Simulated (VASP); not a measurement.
OSZICAR of a VASP run on Ti (space group Fm-3m):

OSZICAR:
```
       N       E                     dE             d eps       ncg     rms          rms(c)
DAV:   1     0.586272036286E+02    0.58627E+02   -0.61093E+03  3300   0.125E+03
DAV:   2    -0.163989833456E+02   -0.75026E+02   -0.73971E+02  3402   0.296E+02
DAV:   3    -0.201043177820E+02   -0.37053E+01   -0.36727E+01  4376   0.710E+01
DAV:   4    -0.202180564201E+02   -0.11374E+00   -0.11358E+00  3880   0.104E+01
DAV:   5    -0.202217096912E+02   -0.36533E-02   -0.36518E-02  4334   0.149E+00    0.104E+01
DAV:   6    -0.161917472255E+02    0.40300E+01   -0.13042E+01  3734   0.537E+01    0.131E+00
DAV:   7    -0.161761767298E+02    0.15570E-01   -0.29029E+00  3686   0.187E+01    0.239E+00
DAV:   8    -0.160998982844E+02    0.76278E-01   -0.51935E-02  3628   0.273E+00    0.227E+00
DAV:   9    -0.162855516214E+02   -0.18565E+00   -0.85788E-02  3300   0.416E+00    0.127E+00
DAV:  10    -0.158711830619E+02    0.41437E+00   -0.45205E-01  4224   0.945E+00    0.117E+00
DAV:  11    -0.160092232495E+02   -0.13804E+00   -0.15272E-01  3458   0.372E+00    0.124E+00
DAV:  12    -0.159722272307E+02    0.36996E-01   -0.92948E-02  3300   0.379E+00    0.104E+00
DAV:  13    -0.159713206748E+02    0.90656E-03   -0.31932E-03  3768   0.621E-01    0.854E-01
DAV:  14    -0.159666874480E+02    0.46332E-02   -0.38671E-03  4572   0.610E-01    0.463E-01
DAV:  15    -0.159626019345E+02    0.40855E-02   -0.97476E-03  4284   0.105E+00    0.597E-02
DAV:  16    -0.159625760920E+02    0.25842E-04   -0.12418E-03  3402   0.397E-01    0.428E-02
DAV:  17    -0.159623909003E+02    0.18519E-03   -0.44531E-05  3442   0.855E-02    0.362E-02
DAV:  18    -0.159623413286E+02    0.49572E-04   -0.14755E-04  3310   0.147E-01    0.170E-02
DAV:  19    -0.159623045975E+02    0.36731E-04   -0.52854E-05  3304   0.946E-02    0.102E-02
DAV:  20    -0.159623074745E+02   -0.28770E-05   -0.16550E-06  4158   0.115E-02    0.116E-02
DAV:  21    -0.159623181637E+02   -0.10689E-04   -0.33495E-07  3332   0.849E-03    0.132E-02
DAV:  22    -0.159622986726E+02    0.19491E-04   -0.69583E-06  3300   0.295E-02    0.933E-03
DAV:  23    -0.159622745447E+02    0.24128E-04   -0.13440E-06  3312   0.149E-02    0.594E-03
DAV:  24    -0.159622436728E+02    0.30872E-04   -0.59275E-07  3366   0.104E-02    0.275E-03
DAV:  25    -0.159622340485E+02    0.96243E-05   -0.20676E-07  3286   0.582E-03    0.185E-03
DAV:  26    -0.159622346518E+02   -0.60330E-06   -0.81329E-08  1714   0.352E-03    0.191E-03
DAV:  27    -0.159622344632E+02    0.18856E-06   -0.36634E-08  1650   0.210E-03    0.181E-03
DAV:  28    -0.159622330406E+02    0.14226E-05   -0.67257E-08  1650   0.268E-03    0.131E-03
DAV:  29    -0.159622289011E+02    0.41395E-05   -0.48105E-08  1650   0.293E-03    0.700E-04
DAV:  30    -0.159622274238E+02    0.14773E-05   -0.24650E-08  1650   0.187E-03    0.340E-04
DAV:  31    -0.159622249706E+02    0.24532E-05   -0.10173E-08  1650   0.133E-03    0.247E-04
DAV:  32    -0.159622252553E+02   -0.28467E-06   -0.61907E-09  1650   0.988E-04    0.155E-04
DAV:  33    -0.159622252300E+02    0.25290E-07   -0.10711E-09  1650   0.412E-04
   1 F= -.15962225E+02 E0= -.15962225E+02  d E =0.000000E+00
       N       E                     dE             ncg
```

Question: Which electronic solver shows in the log?

Answer: It is blocked Davidson (ALGO = Normal, or the opening steps of other solvers). The INCAR had ALGO = Normal.

Question: Can the final energy be trusted as converged?

Answer: The run converged. It stopped with EDIFF = 1E-7, NELM = 100 (SCAN meta-GGA, plane waves, VASP's PBE PAW potentials (set 64)).

The structure comes from a measured Ti entry (Fm-3m) of the Crystallography Open Database, whose conditions weren't checked. It was relaxed first.
